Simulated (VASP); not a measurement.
These are PBE GGA, VASP's PBE PAW potentials (set 64) (plane waves; VASP) values and carry that method's errors.

A VASP calculation is set up with these files.

File KPOINTS:
```
Automatic mesh
0
Gamma
14 14 8
0 0 0
```

**POSCAR**
```
Ru
1
    1.3550000000    -2.3469290000     0.0000000000
    1.3550000000     2.3469290000     0.0000000000
    0.0000000000     0.0000000000     4.2800000000
Ru
2
Direct
  0.3333330000   0.6666670000   0.2500000000
  0.6666670000   0.3333330000   0.7500000000
```

**INCAR**
```
! general
SYSTEM  = Ru
PREC    = Normal
ENCUT   = 400   ! plane-wave cut-off (eV)
LREAL   = .FALSE.
LASPH   = .TRUE.

! electronic loop
EDIFF   = 1E-6   ! SCF stop (eV)
NELM    = 100   ! most electronic steps
ALGO    = Normal   ! blocked Davidson
LMAXMIX = 4

! smearing
ISMEAR  = 1   ! Methfessel-Paxton
SIGMA   = 0.1   ! width (eV)

! functional
GGA     = PE   ! PBE

! ions
ISIF    = 2

! output
LWAVE   = .FALSE.
LCHARG  = .FALSE.
```

POTCAR, in this order: Ru_pv (PBE.64 set). Program: vasp_std.

Output

### OSZICAR
```
       N       E                     dE             d eps       ncg     rms          rms(c)
DAV:   1     0.245322092018E+03    0.24532E+03   -0.15851E+04  4354   0.143E+03
DAV:   2    -0.141761813609E+02   -0.25950E+03   -0.25423E+03  4606   0.446E+02
DAV:   3    -0.197460606510E+02   -0.55699E+01   -0.54279E+01  4536   0.703E+01
DAV:   4    -0.198041592599E+02   -0.58099E-01   -0.58057E-01  5362   0.634E+00
DAV:   5    -0.198050449566E+02   -0.88570E-03   -0.88567E-03  4664   0.669E-01    0.176E+01
DAV:   6    -0.185509263389E+02    0.12541E+01   -0.33600E+00  4364   0.192E+01    0.465E+00
DAV:   7    -0.184653681153E+02    0.85558E-01   -0.26586E-01  4424   0.489E+00    0.111E+00
DAV:   8    -0.184570068450E+02    0.83613E-02   -0.69488E-03  4420   0.988E-01    0.188E-01
DAV:   9    -0.184569945264E+02    0.12319E-04   -0.50640E-04  5590   0.238E-01    0.480E-02
DAV:  10    -0.184569996082E+02   -0.50818E-05   -0.16557E-05  4656   0.419E-02    0.190E-02
DAV:  11    -0.184570060203E+02   -0.64121E-05   -0.10115E-06  2966   0.968E-03    0.226E-03
DAV:  12    -0.184570059860E+02    0.34224E-07   -0.64284E-08  2194   0.215E-03
   1 F= -.18457006E+02 E0= -.18456537E+02  d E =-.140770E-02
```

OUTCAR:
```
------------------------ aborting loop because EDIFF is reached ----------------------------------------
  FORCE on cell =-STRESS in cart. coord.  units (eV):
  Direction    XX          YY          ZZ          XY          YZ          ZX
  --------------------------------------------------------------------------------------
  Total        0.5017269      0.5017269      0.3632281      0.0000000      0.0000000      0.0000000
  in kB       29.5301013     29.5301052     21.3784865      0.0000000      0.0000000      0.0000000
  external PRESSURE =      26.8128977 kB  Pullay stress =       0.0000000 kB
  volume of cell :       27.22
      direct lattice vectors                 reciprocal lattice vectors
     1.355000000 -2.346929000  0.000000000     0.369003690 -0.213044366  0.000000000
     1.355000000  2.346929000  0.000000000     0.369003690  0.213044366  0.000000000
     0.000000000  0.000000000  4.280000000     0.000000000  0.000000000  0.233644860
 POSITION                                       TOTAL-FORCE (eV/Angst)
 -----------------------------------------------------------------------------------
      1.35500      0.78231      1.07000         0.000000      0.000000      0.000000
      1.35500     -0.78231      3.21000        -0.000000     -0.000000      0.000000
 -----------------------------------------------------------------------------------
    total drift:                               -0.000000      0.000510     -0.000045
  FREE ENERGIE OF THE ION-ELECTRON SYSTEM (eV)
  ---------------------------------------------------
  free  energy   TOTEN  =       -18.4570059860 eV

  energy  without entropy=      -18.4555982829  energy(sigma->0) =      -18.45653675
```
(Selected blocks of OUTCAR.)

The compound is Ru in the hcp structure. The cell was not relaxed at this level. The run is one of a series of settings (PREC = Normal against the base run), some of them coarse on purpose.
